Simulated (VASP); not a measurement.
An input for Quantum ESPRESSO's pw.x (written as the equivalent of a VASP run, and not itself run):

```
&CONTROL
  calculation = 'scf'
  pseudo_dir = './pseudo'
  outdir = './out'
  tprnfor = .true.
  tstress = .true.
/
&SYSTEM
  ibrav = 0
  nat = 2
  ntyp = 2
  ecutwfc = 88
  occupations = 'tetrahedra'
  input_dft = 'vdw-df-cx'
/
&ELECTRONS
  conv_thr = 7.3e-09
  electron_maxstep = 100
/
ATOMIC_SPECIES
  Be 9.012 Be.upf
  Se 78.971 Se.upf
CELL_PARAMETERS angstrom
     0.0000000    2.5832969    2.5832969
     2.5832969    0.0000000    2.5832969
     2.5832969    2.5832969    0.0000000
ATOMIC_POSITIONS crystal
  Be   0.0000000  0.0000000  0.0000000
  Se   0.2500000  0.2500000  0.2500000
K_POINTS automatic
  10 10 10 0 0 0
```

**Question.** Translate this input to VASP (INCAR, KPOINTS, POSCAR, choice of POTCAR).

**Answer.** Several could match; the one computed here: 
### KPOINTS
```
Regular mesh
0
gamma
10 10 10
```

**INCAR**
```
SYSTEM = BeSe
PREC = Accurate
ENCUT = 520
EDIFF = 1E-7
NELM = 100
ALGO = Normal
LREAL = .FALSE.
LASPH = .TRUE.
ISMEAR = -5
GGA = CX
LUSE_VDW = .TRUE.
AGGAC = 0.0
LMAXMIX = 4
LWAVE = .FALSE.
LCHARG = .TRUE.
LORBIT = 11
NEDOS = 601
ISIF = 2
```

### POSCAR
```
BeSe
1
    0.0000000000     2.5832969475     2.5832969475
    2.5832969475     0.0000000000     2.5832969475
    2.5832969475     2.5832969475     0.0000000000
Be Se
1 1
Direct
  0.0000000000   0.0000000000   0.0000000000
  0.2500000000   0.2500000000   0.2500000000
```

POTCAR, in this order: Be Se (PBE.64 set). Program: vasp_std.

The two are equivalent in intent, not identical: the potentials are each code's own (VASP's PAW set, PseudoDojo norm-conserving files in pw.x), so ENCUT and ecutwfc are chosen apart and not converted; conv_thr bounds pw.x's estimated SCF error, while EDIFF bounds the energy change between steps.

The compound is BeSe in the zinc blende structure. It was relaxed first.
